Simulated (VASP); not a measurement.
# Ag2Ir (Pn-3m) in VASP: density of states with PBEsol

Aim: the density of states of Ag2Ir with PBEsol.

Everything below comes from runs of VASP 6.6.1. Logs are shortened: lines on timing, memory, paths and dates and some standing lists are left out, and cuts for length are marked.

## (1) Starting point

It takes space group Pn-3m (No. 224, cubic). The conventional cell has a = 4.903 Å, b = 4.903 Å, c = 4.903 Å, α = 90.00°, β = 90.00°, γ = 90.00°. Ir (site symmetry -43m) is surrounded by 4 Ag at 2.12 Å. Ag (site symmetry -3m) is surrounded by 2 Ir at 2.12 Å.

The cell was built by a generator and needn't be a form met in nature.

## (2) Density of states, PBEsol

The input, POSCAR:

```
Ag2Ir
1.0
    4.9031234000      0.0000000000      0.0000000000
    0.0000000000      4.9031234000      0.0000000000
    0.0000000000      0.0000000000      4.9031234000
Ir Ag
2 4
Direct
    0.0000000000      0.0000000000      0.0000000000
    0.5000000000      0.5000000000      0.5000000000
    0.2500000000      0.2500000000      0.2500000000
    0.7500000000      0.7500000000      0.2500000000
    0.2500000000      0.7500000000      0.7500000000
    0.7500000000      0.2500000000      0.7500000000
```

The input, INCAR.step1:

```
SYSTEM = Ag2Ir
PREC     = Accurate       ! precision mode
ENCUT    = 520            ! plane-wave cutoff, eV
EDIFF    = 1E-6           ! SCF threshold, eV
ISMEAR   = -1             ! smearing method
SIGMA    = 0.1            ! smearing width, eV
LREAL    = .FALSE.        ! projectors in reciprocal space
LASPH    = .TRUE.         ! aspherical terms in the spheres
NELM     = 100            ! most SCF steps
ALGO     = Normal         ! electronic algorithm
ISIF     = 2              ! what is computed and relaxed
LWAVE    = .FALSE.        ! write WAVECAR
LCHARG   = .TRUE.         ! write CHGCAR
LMAXMIX  = 4              ! l up to which the mixer works
GGA      = PS             ! functional
NBANDS   = 40             ! bands
```

The input, KPOINTS.step1:

```
Automatic mesh
0
G
  7 7 7
  0 0 0
```

The input, INCAR.step2:

```
SYSTEM = Ag2Ir
PREC     = Accurate       ! precision mode
ENCUT    = 520            ! plane-wave cutoff, eV
EDIFF    = 1E-6           ! SCF threshold, eV
ISMEAR   = -5             ! smearing method
SIGMA    = 0.1            ! smearing width, eV
LREAL    = .FALSE.        ! projectors in reciprocal space
LASPH    = .TRUE.         ! aspherical terms in the spheres
NELM     = 100            ! most SCF steps
ALGO     = Normal         ! electronic algorithm
ISIF     = 2              ! what is computed and relaxed
LWAVE    = .FALSE.        ! write WAVECAR
LCHARG   = .FALSE.        ! write CHGCAR
LMAXMIX  = 4              ! l up to which the mixer works
GGA      = PS             ! functional
LORBIT   = 10             ! projections on sites
NBANDS   = 40             ! bands
NEDOS    = 1001           ! points of the DOS
ICHARG   = 11             ! starting density
```

The input, KPOINTS.step2:

```
Automatic mesh
0
G
  11 11 11
  0 0 0
```

Potentials or basis: VASP PAW PBE potentials, release 64 (Ir, Ag).

Command:

```bash
> cat potpaw_PBE.64/Ir/POTCAR potpaw_PBE.64/Ag/POTCAR > POTCAR
> cp INCAR.step1 INCAR
> cp KPOINTS.step1 KPOINTS
> mpirun -np 1 vasp_std > vasp.out
> cp INCAR.step2 INCAR
> cp KPOINTS.step2 KPOINTS
> mpirun -np 1 vasp_std > vasp.out
```

OUTCAR:

```text
SYSTEM = Ag2Ir
   PREC = Accurate
   ENCUT = 520
   EDIFF = 1E-6
   ISMEAR = -5
   LREAL = .FALSE.
   LASPH = .TRUE.
   NELM = 100
   ISIF = 2
   GGA = PS
   LORBIT = 10
   ICHARG = 11

 ion  position               nearest neighbor table
   1  0.000  0.000  0.000-   3 2.12   4 2.12   5 2.12   6 2.12
   2  0.500  0.500  0.500-   3 2.12   4 2.12   5 2.12   6 2.12
   3  0.250  0.250  0.250-   1 2.12   2 2.12   4 3.47   5 3.47   6 3.47   5 3.47   6 3.47   4 3.47
                             5 3.47   5 3.47   4 3.47   6 3.47   6 3.47   4 3.47
   4  0.750  0.750  0.250-   1 2.12   2 2.12   3 3.47   5 3.47   6 3.47   5 3.47   6 3.47   3 3.47
                             6 3.47   6 3.47   3 3.47   5 3.47   5 3.47   3 3.47
   5  0.250  0.750  0.750-   1 2.12   2 2.12   3 3.47   4 3.47   6 3.47   3 3.47   4 3.47   3 3.47
                             6 3.47   3 3.47   4 3.47   6 3.47   4 3.47   6 3.47
   6  0.750  0.250  0.750-   1 2.12   2 2.12   3 3.47   4 3.47   5 3.47   3 3.47   4 3.47   4 3.47
                             5 3.47   4 3.47   3 3.47   5 3.47   3 3.47   5 3.47

  LATTYP: Found a simple cubic cell.
 ALAT       =     4.9031234000

  Lattice vectors:

 A1 = (   4.9031234000,   0.0000000000,   0.0000000000)
 A2 = (   0.0000000000,   4.9031234000,   0.0000000000)
 A3 = (   0.0000000000,   0.0000000000,   4.9031234000)

Analysis of symmetry for initial positions (statically):
=====================================================================
 Subroutine PRICEL returns:
 Original cell was already a primitive cell.

 Routine SETGRP: Setting up the symmetry group for a
 simple cubic supercell.

 Subroutine GETGRP returns: Found 48 space group operations
 (whereof 24 operations were pure point group operations)
 out of a pool of 48 trial point group operations.

The static configuration has the point symmetry T_d .
 The point group associated with its full space group is O_h .

Analysis of symmetry for dynamics (positions and initial velocities):
=====================================================================
 Subroutine PRICEL returns:
 Original cell was already a primitive cell.

 Routine SETGRP: Setting up the symmetry group for a
 simple cubic supercell.

 Subroutine GETGRP returns: Found 48 space group operations
 (whereof 24 operations were pure point group operations)
 out of a pool of 48 trial point group operations.

The dynamic configuration has the point symmetry T_d .
 The point group associated with its full space group is O_h .

 Subroutine INISYM returns: Found 48 space group operations
 (whereof 24 operations are pure point group operations),
 and found     1 'primitive' translations

----------------------------------------------------------------------------------------

                                     Primitive cell

  volume of cell :     117.8741

  direct lattice vectors                    reciprocal lattice vectors
     4.903123400  0.000000000  0.000000000     0.203951628  0.000000000  0.000000000
     0.000000000  4.903123400  0.000000000     0.000000000  0.203951628  0.000000000
     0.000000000  0.000000000  4.903123400     0.000000000  0.000000000  0.203951628

  length of vectors
     4.903123400  4.903123400  4.903123400     0.203951628  0.203951628  0.203951628

  position of ions in fractional coordinates (direct lattice)
     0.000000000  0.000000000  0.000000000
     0.500000000  0.500000000  0.500000000
     0.250000000  0.250000000  0.250000000
     0.750000000  0.750000000  0.250000000
     0.250000000  0.750000000  0.750000000
     0.750000000  0.250000000  0.750000000

  ion indices of the primitive-cell ions
   primitive index   ion index
                 1           1
                 2           2
                 3           3
                 4           4
                 5           5
                 6           6

----------------------------------------------------------------------------------------

 KPOINTS: Automatic mesh

Automatic generation of k-mesh.
 Grid dimensions read from file:
 generate k-points for:   11   11   11

 Generating k-lattice:

  Cartesian coordinates                     Fractional coordinates (reciprocal lattice)
     0.018541057  0.000000000  0.000000000     0.090909091  0.000000000  0.000000000
     0.000000000  0.018541057  0.000000000     0.000000000  0.090909091  0.000000000
     0.000000000  0.000000000  0.018541057     0.000000000  0.000000000  0.090909091

  Length of vectors
     0.018541057  0.018541057  0.018541057

  Shift w.r.t. Gamma in fractional coordinates (k-lattice)
     0.000000000  0.000000000  0.000000000

 TETIRR: Found    651 inequivalent tetrahedra from     7986

 Subroutine IBZKPT returns following result:
 ===========================================

 Found     56 irreducible k-points:

 Following reciprocal coordinates:
            Coordinates               Weight
  0.000000  0.000000  0.000000      1.000000
  0.090909  0.000000  0.000000      6.000000
  0.181818  0.000000  0.000000      6.000000
  0.272727  0.000000  0.000000      6.000000
  0.363636  0.000000  0.000000      6.000000
  0.454545  0.000000  0.000000      6.000000
[... 16 lines left out ...]
  0.181818  0.090909  0.090909     24.000000
  0.272727  0.090909  0.090909     24.000000
 [... further k-points ...]
   k-points           NKPTS =     56   k-points in BZ     NKDIM =     56   number of bands    NBANDS=     40
   number of dos      NEDOS =   1001   number of ions     NIONS =      6
   total plane-waves  NPLWV =  46656
   dimension x,y,z NGX =    36 NGY =   36 NGZ =   36
   dimension x,y,z NGXF=    72 NGYF=   72 NGZF=   72
   ions per type =               2   4
   NGX,Y,Z   is equivalent  to a cutoff of  12.21, 12.21, 12.21 a.u.
   NGXF,Y,Z  is equivalent  to a cutoff of  24.41, 24.41, 24.41 a.u.
 SYSTEM =  Ag2Ir
   PREC   = accura    normal or accurate (medium, high low for compatibility)
   ISTART =      0    job   : 0-new  1-cont  2-samecut
   ICHARG =     11    charge: 1-file 2-atom 10-const
   ISPIN  =      1    spin polarized calculation?
   LNONCOLLINEAR =      F non collinear calculations
   LSORBIT =      F    spin-orbit coupling
   LASPH  =      T    aspherical Exc in radial PAW
   ENCUT  =  520.0 eV  38.22 Ry    6.18 a.u.   9.12  9.12  9.12*2*pi/ulx,y,z
   NELM   =    100;   NELMIN=  2; NELMDL=  0     # of ELM steps
   EDIFF  = 0.1E-05   stopping-criterion for ELM
   LREAL  =      F    real-space projection
   EDIFFG = 0.1E-04   stopping-criterion for IOM
   NSW    =      0    number of steps for IOM
   IBRION =     -1    ionic relax: 0-MD 1-quasi-New 2-CG
   NFREE  =      0    steps in history (QN), initial steepest desc. (CG)
   ISIF   =      2    stress and relaxation
   ISYM   =      2    0-nonsym 1-usesym 2-fastsym
   POTIM  = 0.5000    time-step for ionic-motion
   TEBEG  =    0.0;   TEEND  =   0.0 temperature during run
   PSTRESS=    0.0 pullay stress
   NELECT =      62.0000    total number of electrons
   NUPDOWN=      -1.0000    fix difference up-down
   EMIN   =  10.00;   EMAX   =-10.00  energy-range for DOS
   EFERMI =   0.00;   METHOD = LEGACY
   ISMEAR =    -5;   SIGMA  =   0.10  broadening in eV -4-tet -1-fermi 0-gaus
   EFERMI_NEDOS =   21; number of points for ismear=-14 and -15
   IALGO  =     38    algorithm
   IMIX   =      4    mixing-type and parameters
     AMIX     =   0.40;   BMIX     =  1.00
     AMIX_MAG =   1.60;   BMIX_MAG =  1.00
  volume/ion in A,a.u.               =      19.65       132.58
  Fermi-wavevector in a.u.,A,eV,Ry     =   1.321496  2.497266 23.760563  1.746352
  Thomas-Fermi vector in A             =   2.451246
   LORBIT       =     10    0 simple, 1 ext, 2 COOP (PROOUT), +10 PAW based schemes
   GGA     = PS    functional components
   LHFCALC =     F    Hartree Fock is set to
   AEXX    =    0.0000 exact exchange contribution
   IVDW    =     0    specifies the selected vdW correction
   LEPSILON=     F    determine dielectric tensor
   LRPA    =     F    only Hartree local field effects (RPA)
 non-spin polarized calculation
 Fermi weights with tetrahedron method with Bloechl corrections
  energy-cutoff  :      520.00
  volume of cell :      117.87
 maximum number of plane-waves:      3194

 number of electron      61.9999999 magnetization

 Free energy of the ion-electron system (eV)
  ---------------------------------------------------
  ext. energy  EPLUGINS =         0.00000000
  ---------------------------------------------------
  free energy    TOTEN  =       -11.88437610 eV

  energy without entropy =      -11.88437610  energy(sigma->0) =      -11.88437610

 E-fermi :   6.0707     XC(G=0): -11.3994

 val. band max:        6.0937690430   @ k =   0.2727   0.2727   0.0909
 cond. band min:       6.0607460733   @ k =   0.4545   0.4545   0.0000
 fundamental gap:     -0.0330229696
 Fermi energy:         6.0706883237

 k-point     1 :       0.0000    0.0000    0.0000
  band No.  band energies     occupation
      1      -1.9743      2.00000
      2      -1.9694      2.00000
      3      -1.9694      2.00000
      4      -1.9694      2.00000
      5      -1.4358      2.00000
      6      -1.4358      2.00000
[... 32 lines left out ...]
     39      12.1917      0.00000
     40      12.1917      0.00000

 k-point     2 :       0.0909    0.0000    0.0000
  band No.  band energies     occupation
      1      -1.9532      2.00000
      2      -1.9448      2.00000
      3      -1.9448      2.00000
      4      -1.9435      2.00000
      5      -1.4140      2.00000
      6      -1.4092      2.00000
[... 935 lines left out ...]
     39      11.7777      0.00000
     40      12.0138      0.00000

 k-point    24 :       0.2727    0.0909    0.0909
  band No.  band energies     occupation
      1      -1.8576      2.00000
      2      -1.7912      2.00000
      3      -1.7747      2.00000
      4      -1.6293      2.00000
      5      -1.1851      2.00000
      6      -1.1441      2.00000
[... 32 lines left out ...]
     39      11.9838      0.00000
     40      12.9478      0.00000

 [... further k-points ...]
[... 5 lines left out ...]
  --------------------------------------------------------------------------------------
  -------------------------------------------------------------------------------------
  Total       46.7750912     46.7750912     46.7750912     -0.0000000     -0.0000000      0.0000000
  in kB      635.7798430    635.7798430    635.7798430     -0.0000000     -0.0000000      0.0000000
  external PRESSURE =     635.7798430 kB  Pullay stress =       0.0000000 kB

 VOLUME and BASIS-vectors are now :
 -----------------------------------------------------------------------------
  energy-cutoff  :      520.00
  volume of cell :      117.87
      direct lattice vectors                 reciprocal lattice vectors
     4.903123400  0.000000000  0.000000000     0.203951628  0.000000000  0.000000000
     0.000000000  4.903123400  0.000000000     0.000000000  0.203951628  0.000000000
     0.000000000  0.000000000  4.903123400     0.000000000  0.000000000  0.203951628

 POSITION                                       TOTAL-FORCE (eV/Angst)
 -----------------------------------------------------------------------------------
      0.00000      0.00000      0.00000        -0.000000      0.000000      0.000000
      2.45156      2.45156      2.45156        -0.000000      0.000000      0.000000
      1.22578      1.22578      1.22578        -0.000000     -0.000000     -0.000000
      3.67734      3.67734      1.22578         0.000000      0.000000     -0.000000
      1.22578      3.67734      3.67734        -0.000000      0.000000      0.000000
      3.67734      1.22578      3.67734         0.000000     -0.000000     -0.000000
 -----------------------------------------------------------------------------------
    total drift:                                0.000000      0.000000      0.000000

  FREE ENERGIE OF THE ION-ELECTRON SYSTEM (eV)
  ---------------------------------------------------
  free  energy   TOTEN  =       -11.8843760987 eV

  energy  without entropy=      -11.8843760987  energy(sigma->0) =      -11.88437610

 total charge

# of ion       s       p       d       tot
------------------------------------------
    1        0.995   0.491   7.682   9.168
    2        0.995   0.491   7.682   9.168
    3        0.681   0.516   9.138  10.336
    4        0.681   0.516   9.138  10.336
    5        0.681   0.516   9.138  10.336
    6        0.681   0.516   9.138  10.336
--------------------------------------------------
tot          4.715   3.048  51.915  59.678
```

It took 2.1 min on 1 thread of Intel Xeon Platinum 8375C at 2.90GHz (Ice Lake), shared host; peak memory 0.35 GiB.

Results:

| Item | Value |
| --- | --- |
| Valence electrons inside the program's atomic spheres | Ir 9.17; Ag 10.34 |

Levels at points of the mesh, in eV from the Fermi level:
```tsv
k point	band 28	band 29	band 30	band 31	band 32	band 33	band 34	band 35
(0.00, 0.00, 0.00)	0.12	0.12	0.12	1.00	1.00	2.91	2.91	2.91
```

States per cell in windows of 1 eV (zero at the Fermi level; states under -8 eV left out):
```tsv
from (eV)	total	Ag3_d	Ag4_d	Ag5_d	Ag6_d	Ir1_d	Ir2_d
-8.0	10.80	1.84	1.84	1.84	1.84	1.81	1.81
-7.0	7.05	1.26	1.26	1.26	1.26	0.74	0.74
-6.0	8.01	1.55	1.55	1.55	1.55	0.24	0.24
-5.0	15.66	3.41	3.41	3.41	3.41	0.10	0.10
-4.0	2.10	0.19	0.19	0.19	0.19	0.16	0.16
-3.0	4.33	0.19	0.19	0.19	0.19	1.10	1.10
-2.0	7.74	0.37	0.37	0.37	0.37	2.02	2.02
-1.0	6.56	0.39	0.39	0.39	0.39	1.55	1.55
0.0	3.53	0.22	0.22	0.22	0.22	0.79	0.79
1.0	1.75	0.09	0.09	0.09	0.09	0.25	0.25
2.0	1.74	0.07	0.07	0.07	0.07	0.17	0.17
3.0	2.47	0.08	0.08	0.08	0.08	0.20	0.20
4.0	2.57	0.06	0.06	0.06	0.06	0.13	0.13
5.0	2.61	0.06	0.06	0.06	0.06	0.08	0.08
6.0	0.82	0.01	0.01	0.01	0.01	0.04	0.04
7.0	1.63	0.03	0.03	0.03	0.03	0.09	0.09
```

Caveat: the cell as given lies far from equilibrium; the potentials were made for another functional, which shifts forces and pressure; tetrahedron occupations give inexact forces and stress in metals.
